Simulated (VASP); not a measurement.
Given:

```xyz
4
Lattice="3.4170 0.0000 0.0000 -1.7085 2.9592 0.0000 0.0000 0.0000 6.4490" Properties=species:S:1:pos:R:3 pbc="T T T"
Sn     0.0000     0.0000     0.0000
Sn     0.0000     0.0000     3.2245
O      0.0000     1.9728     1.6122
O      1.7085     0.9864     4.8367
```

Method: r2SCAN meta-GGA, VASP's PBE PAW potentials (set 64) (plane waves; VASP 6.6.1). Numerical set-up: 520 eV cut-off, 12×12×6 Γ-centred mesh, tetrahedra with Blöchl corrections, potentials Sn_d O.

Unless said otherwise, spin-orbit coupling is left out, though it shifts the bands of the heavy elements here.

### Question
Tabulate the total density of states (states/eV per cell) against energy (eV; zero at the valence-band maximum or, without a gap, the Fermi level).

### Answer

```
E (eV) | DOS (states/eV)
    -9.96 |  0.00
    -9.85 |  0.00
    -9.61 | # 0.10
    -9.49 | # 0.19
    -9.26 | ## 0.31
    -9.14 | ## 0.36
    -8.91 | ### 0.49
    -8.79 | ### 0.56
    -8.56 | ##### 0.78
    -8.44 | ############# 2.21
    -8.21 | ########################## 4.36
    -8.09 | ######################## 3.98
    -7.97 | ################# 2.89
    -7.74 | ########## 1.63
    -7.62 | ######## 1.33
    -7.39 | ##### 0.80
    -7.27 | #### 0.71
    -7.04 | ### 0.57
    -6.92 | ### 0.50
    -6.69 | ## 0.41
    -6.57 | ## 0.35
    -6.34 | # 0.21
    -6.22 | # 0.20
    -6.10 | ## 0.40
    -5.87 | ###### 1.08
    -5.75 | ########### 1.90
    -5.52 | ############ 2.08
    -5.40 | ########### 1.85
    -5.17 | ############ 1.95
    -5.05 | ############ 2.08
    -4.81 | ############### 2.56
    -4.70 | ################ 2.70
    -4.46 | ################### 3.17
    -4.35 | ##################### 3.58
    -4.23 | ########################## 4.43
    -4.00 | ######################## 4.13
    -3.88 | ############################## 5.06
    -3.64 | ################### 3.25
    -3.53 | ################### 3.18
    -3.29 | ############## 2.37
    -3.18 | ####### 1.19
    -2.94 | ### 0.47
    -2.83 | #### 0.64
    -2.59 | ######## 1.27
    -2.47 | ######### 1.58
    -2.24 | ############ 1.95
    -2.12 | ############ 2.01
    -2.01 | ############ 2.05
    -1.77 | ######## 1.40
    -1.66 | ######## 1.29
    -1.42 | ######### 1.51
    -1.30 | ############## 2.38
    -1.07 | ########### 1.87
    -0.95 | ######## 1.41
    -0.72 | ###### 0.94
    -0.60 | ##### 0.76
    -0.37 | ### 0.55
    -0.25 | ### 0.46
    -0.13 | ## 0.42
     0.10 | ## 0.29
     0.22 | # 0.24
     0.45 | ## 0.33
     0.57 | ### 0.50
     0.80 | ###### 0.97
     0.92 | ###### 1.05
     1.15 | ####### 1.21
     1.27 | ####### 1.21
     1.50 | ######## 1.28
     1.62 | ######## 1.39
     1.74 | ######## 1.41
     1.97 | ######## 1.39
     2.09 | ######### 1.46
     2.32 | ############## 2.35
     2.44 | ########## 1.71
     2.67 | ######## 1.33
     2.79 | ######## 1.34
     3.02 | ####### 1.22
     3.14 | ######## 1.29
     3.38 | ############# 2.22
     3.49 | ################ 2.66
```
Within 2 eV below the Fermi level the largest weight inside VASP's projection spheres is O p, then Sn s.

The structure was generated: SnO was put into the NiAs type (P6_3/mmc), which need not be its known phase. It was relaxed first, which changed the volume by +25 %.
